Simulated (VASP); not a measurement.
```xyz
5
Lattice="2.8494 1.6451 2.3372 -2.8494 1.6451 2.3372 0.0000 -3.2902 2.3372" Properties=species:S:1:pos:R:3 pbc="T T T"
Ba     0.0000     0.0000     0.0025
Ti     0.0000     0.0000     3.6017
O     -1.3973     0.8067     4.5741
O      0.0000    -1.6135     4.5741
O      1.3973     0.8067     4.5741
```

These are r2SCAN meta-GGA, VASP's PBE PAW potentials (set 64) (plane waves; VASP) values and carry that method's errors. Numerical set-up: 520 eV cut-off, 6×6×6 Γ-centred mesh, tetrahedra with Blöchl corrections, potentials Ba_sv Ti_sv O.

Unless said otherwise, spin-orbit coupling is left out, though it shifts the bands of the heavy elements here.

**Question.** Give the energies of bands 12 to 23 at the high-symmetry points, in eV from the valence-band maximum.

**Answer.** 
```tsv
band	Γ	T	H2	L	S0	F
12	-2.29	-4.33	-4.33	-3.94	-4.19	-4.19
13	-2.29	-3.72	-3.72	-2.69	-3.92	-3.92
14	-2.28	-3.72	-3.72	-2.68	-3.72	-3.72
15	-1.31	-2.42	-2.42	-2.08	-2.63	-2.63
16	-1.31	-2.42	-2.42	-2.04	-2.63	-2.63
17	-1.06	-2.37	-2.37	-1.66	-1.68	-1.68
18	-0.56	-0.02	-0.02	-1.58	-0.92	-0.92
19	-0.44	-0.02	-0.02	-0.99	-0.87	-0.87
20	-0.44	0.00	0.00	-0.88	-0.09	-0.09
21	2.75	4.59	4.59	2.91	4.14	4.14
22	2.75	4.75	4.75	4.06	4.14	4.14
23	2.88	4.75	4.75	4.17	4.49	4.49
```

The gap is indirect, 2.75 eV, from the valence maximum at T to the conduction minimum at Γ.

The structure comes from a computed database's BaTiO3 entry (R3m); how it stands against other phases isn't given here. It was relaxed first.
